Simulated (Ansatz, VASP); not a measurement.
This is a calculation of Rb3Ba for Ansatz 0.2.0. Atoms were shifted at random by some hundredths of an Å from the given cell, which wasn't relaxed again for these runs. The cell comes from a database or a generator and needn't be the stable form of this composition.

The input input.yaml:

```yaml
crystal:
  lattice:
    - [0.0, 5.51443, 5.51443]
    - [5.51443, 0.0, 5.51443]
    - [5.51443, 5.51443, 0.0]
  atoms:
    - { symbol: Ba, position: [-0.009399, 0.004954, 0.005387] }
    - { symbol: Rb, position: [0.50952, 0.495844, 0.493786] }
    - { symbol: Rb, position: [0.751632, 0.748785, 0.745579] }
    - { symbol: Rb, position: [0.239784, 0.252506, 0.252766] }
hamiltonian:
  xc: pbe
  pseudopotentials: { kind: paw }
kpoints:
  mp_grid: { grid: [4, 4, 4] }
scf:
  occupations: { method: fermi_dirac, width: 0.05 }
output:
  forces: true
  stress: true
  eigenvalues: true
```

Potentials or basis: Ansatz PAW.

Launch:

```bash
$ ansatz run input.yaml --threads 2 --pin off --max-ram 5120MiB --backend cpu --events-out ev --progress --plain --runs-dir out
```

Task: Translate it to VASP 6.6.1. Potentials or basis there: PBE PAW files Ba_sv, Rb_sv, 520 eV.

Result: As run (cutoffs and basis follow the program's own potentials, and thresholds, step limits or extra output files can differ):

Contents of INCAR:

```
SYSTEM = Rb3Ba
PREC = Accurate ; ENCUT = 520
EDIFF = 1E-7 ; ISMEAR = -1
SIGMA = 0.05 ; LREAL = .FALSE.
LASPH = .TRUE. ; NELM = 80
ALGO = Normal ; ISIF = 2
LWAVE = .FALSE. ; LCHARG = .FALSE.
GGA = PE ; NBANDS = 26
```

File KPOINTS:

```
regular mesh
0
G
  4 4 4
  0 0 0
```

POSCAR

```
Rb3Ba
1.0
    0.0000000000      5.5144300000      5.5144300000
    5.5144300000      0.0000000000      5.5144300000
    5.5144300000      5.5144300000      0.0000000000
Ba Rb
1 3
Direct
   -0.0093990000      0.0049540000      0.0053870000
    0.5095200000      0.4958440000      0.4937860000
    0.7516320000      0.7487850000      0.7455790000
    0.2397840000      0.2525060000      0.2527660000
```

Potentials or basis: VASP PAW PBE potentials, release 64 (Ba_sv, Rb_sv).

Command:

```bash
$ cat potpaw_PBE.64/Ba_sv/POTCAR potpaw_PBE.64/Rb_sv/POTCAR > POTCAR
$ mpirun -np 1 vasp_std > vasp.out
```

Both were run:

|  | Ansatz | VASP |
| --- | --- | --- |
| Pressure | 0.0 GPa | 0.0 GPa |

Ansatz's pressure holds a Pulay term of +0.00 GPa for its cutoff of 420 eV, which the other run lacks.

Where Ansatz's input types no cutoff or centring, it takes its own default and a Γ-centred mesh.

Pressure is positive in compression.
